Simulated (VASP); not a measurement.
VASP runs on ZrS₂ share one base input (PBE GGA, plane waves, VASP's PBE PAW potentials (set 64)) and change the settings named in each case.

KPOINTS:
```
K-points
0
gamma
6 6 1
0 0 0
```

**INCAR**
```
# general
SYSTEM   =  ZrS2
PREC     =  Accurate
ENCUT    =  300   # plane-wave cut-off (eV)
LREAL    =  .FALSE.   # projection in real space or not
LASPH    =  .TRUE.   # aspherical one-centre terms

# electronic loop
EDIFF    =  1E-6   # SCF stop (eV)
NELM     =  100
ALGO     =  Normal
LMAXMIX  =  4   # l cut-off of mixed one-centre charges

# smearing
ISMEAR   =  0   # Gaussian
SIGMA    =  0.05   # width (eV)

# functional
GGA      =  PE

# ions
ISIF     =  2   # forces and stress, cell fixed

# output
LWAVE    =  .FALSE.
LCHARG   =  .FALSE.
```

POSCAR:
```
ZrS2
1
    3.6213660000     0.0000000000     0.0000000000
   -1.8106840000     3.1361960000     0.0000000000
    0.0000000000     0.0000000000    16.9473320000
Zr S
1 2
Direct
  0.0000000000   0.0000000000   0.5000000000
  0.3333330000   0.6666670000   0.5869560000
  0.6666670000   0.3333330000   0.4130440000
```

POTCAR, in this order: Zr_sv S (PBE.64 set). Program: vasp_std.

| change | E(σ→0) (eV/atom) | largest force (eV/Å) | gap on the mesh (eV) |
|---|---|---|---|
| base run | -7.1305 | 0.065 | 1.00 |
| GGA removed, POTCAR Zr_sv S (LDA.64 set) | -7.7368 | [?] | [?] |
| GGA_COMPAT = .FALSE., LNONCOLLINEAR = .TRUE., LSORBIT = .TRUE., MAGMOM = 0.0 0.0 0.0 0.0 0.0 0.0 0.0 0.0 0.0, program vasp_ncl | -7.1538 | 0.065 | 0.95 |
| KPOINTS 2×2×1 Γ-centred mesh | -6.8013 | 0.317 | - |
| LDAU = .TRUE., LDAUJ = 0 0, LDAUL = 2 -1, LDAUTYPE = 2, LDAUU = 2.0 0 | -6.7388 | 0.272 | 1.21 |

**Question.** Some entries are withheld; supply them.

**Answer.** 
- GGA removed, POTCAR Zr_sv S (LDA.64 set), largest force (eV/Å): 0.438
- GGA removed, POTCAR Zr_sv S (LDA.64 set), gap on the mesh (eV): 0.88

Energies of different potentials or functionals have different zeros.  The cell holds a wide vacuum, so values per volume refer to the whole cell.

Left out are runs that ran out of time, are held back, or changed the cell or the kind of run, fixed moments of cells without a moment, rows past the twelfth, gaps on odd meshes, pressures of charged cells and columns that move by less than the noise.

The cell is a sheet or thin cut with vacuum, built from a generated structure.
